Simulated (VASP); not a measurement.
All values below come from AM05 GGA, VASP's PBE PAW potentials (set 64) (plane waves; VASP 6.6.1).

VASP input:

**INCAR**
```
SYSTEM = Hf
PREC = Accurate
ENCUT = 520
EDIFF = 1E-7
NELM = 100
ALGO = Normal
LREAL = .FALSE.
LASPH = .TRUE.
ISMEAR = 1
SIGMA = 0.1
GGA = AM
LMAXMIX = 6
LWAVE = .FALSE.
LCHARG = .FALSE.
ISIF = 4
IBRION = 2
NSW = 30
EDIFFG = -0.01
```

POSCAR:
```
Hf
1
    1.5630692419    -2.7073153063     0.0000000000
    1.5630692419     2.7073153063     0.0000000000
    0.0000000000     0.0000000000     4.9432489689
Hf
2
Direct
  0.3333330000   0.6666670000   0.2500000000
  0.6666670000   0.3333330000   0.7500000000
```

### KPOINTS
```
Automatic mesh
0
Gamma
  13 13 7
```

POTCAR, in this order: Hf_pv (PBE.64 set). Program: vasp_std.

The run wrote:

OSZICAR:
```
       N       E                     dE             d eps       ncg     rms          rms(c)
DAV:   1     0.477998540374E+02    0.47800E+02   -0.11859E+04  2352   0.137E+03
DAV:   2    -0.191634922029E+02   -0.66963E+02   -0.65665E+02  2922   0.271E+02
DAV:   3    -0.212189681978E+02   -0.20555E+01   -0.20256E+01  3162   0.312E+01
DAV:   4    -0.212355243919E+02   -0.16556E-01   -0.16550E-01  2742   0.355E+00
DAV:   5    -0.212357528508E+02   -0.22846E-03   -0.22844E-03  3230   0.336E-01    0.691E+01
DAV:   6    -0.207239182852E+02    0.51183E+00   -0.45980E-01  2496   0.525E+00    0.409E+01
DAV:   7    -0.205359965804E+02    0.18792E+00   -0.78099E-01  2508   0.653E+00    0.197E+00
DAV:   8    -0.205268813509E+02    0.91152E-02   -0.50422E-02  2544   0.175E+00    0.425E-01
DAV:   9    -0.205269849997E+02   -0.10365E-03   -0.11305E-03  3312   0.267E-01    0.216E-01
DAV:  10    -0.205269795832E+02    0.54166E-05   -0.38249E-05  2660   0.523E-02    0.232E-01
DAV:  11    -0.205269802821E+02   -0.69890E-06   -0.44448E-06  3156   0.193E-02    0.297E-02
DAV:  12    -0.205269802342E+02    0.47928E-07   -0.80001E-07  2682   0.726E-03
   1 F= -.20526980E+02 E0= -.20526665E+02  d E =-.205270E+02
       N       E                     dE             d eps       ncg     rms          rms(c)
DAV:   1    -0.205272949375E+02   -0.31466E-03   -0.16468E-02  2376   0.107E+00    0.117E-01
DAV:   2    -0.205271040011E+02    0.19094E-03   -0.27099E-04  3078   0.130E-01    0.513E-02
DAV:   3    -0.205270456807E+02    0.58320E-04   -0.70752E-05  3098   0.597E-02    0.419E-02
DAV:   4    -0.205270372067E+02    0.84740E-05   -0.20397E-05  3248   0.332E-02    0.185E-02
DAV:   5    -0.205270371075E+02    0.99162E-07   -0.10324E-06  2742   0.772E-03    0.183E-03
DAV:   6    -0.205270370872E+02    0.20340E-07   -0.39185E-08  1584   0.149E-03
   2 F= -.20527037E+02 E0= -.20526718E+02  d E =-.568530E-04
```

### OUTCAR
```
------------------------ aborting loop because EDIFF is reached ----------------------------------------
  FORCE on cell =-STRESS in cart. coord.  units (eV):
  Direction    XX          YY          ZZ          XY          YZ          ZX
  --------------------------------------------------------------------------------------
  Total        0.9425537      0.9425537      0.9454565      0.0000000     -0.0000000      0.0000000
  in kB       36.0958399     36.0958389     36.2070064      0.0000000     -0.0000000      0.0000000
  external PRESSURE =      36.1328951 kB  Pullay stress =       0.0000000 kB
  volume of cell :       41.84
      direct lattice vectors                 reciprocal lattice vectors
     1.562033387 -2.705521152  0.000000000     0.320095591 -0.184807278  0.000000000
     1.562033387  2.705521152 -0.000000000     0.320095591  0.184807278  0.000000000
    -0.000000000  0.000000000  4.949807326     0.000000000  0.000000000  0.202028066
 POSITION                                       TOTAL-FORCE (eV/Angst)
 -----------------------------------------------------------------------------------
      1.56203      0.90184      1.23745         0.000000     -0.000000      0.000000
      1.56203     -0.90184      3.71236        -0.000000      0.000000      0.000000
 -----------------------------------------------------------------------------------
    total drift:                                0.000000      0.000173     -0.000015
  FREE ENERGIE OF THE ION-ELECTRON SYSTEM (eV)
  ---------------------------------------------------
  free  energy   TOTEN  =       -20.5270370872 eV

  energy  without entropy=      -20.5260789269  energy(sigma->0) =      -20.52671770

 reached required accuracy - stopping structural energy minimisation
```
(Selected blocks of OUTCAR.)

### CONTCAR
```
Hf
   1.00000000000000
     1.5620333874862173   -2.7055211522362610    0.0000000000000000
     1.5620333874862173    2.7055211522362610   -0.0000000000000000
    -0.0000000000000000    0.0000000000000000    4.9498073260031648
  Hf
     2
Direct
     0.3333330000000032    0.6666669999999968    0.2500000000000000
     0.6666669999999968    0.3333330000000032    0.7500000000000000
```

The compound is Hf in the hcp structure. This cell is one point of a volume scan, at 0.97 of the reference volume. Symmetry was kept, so distortions that lower it aren't found.
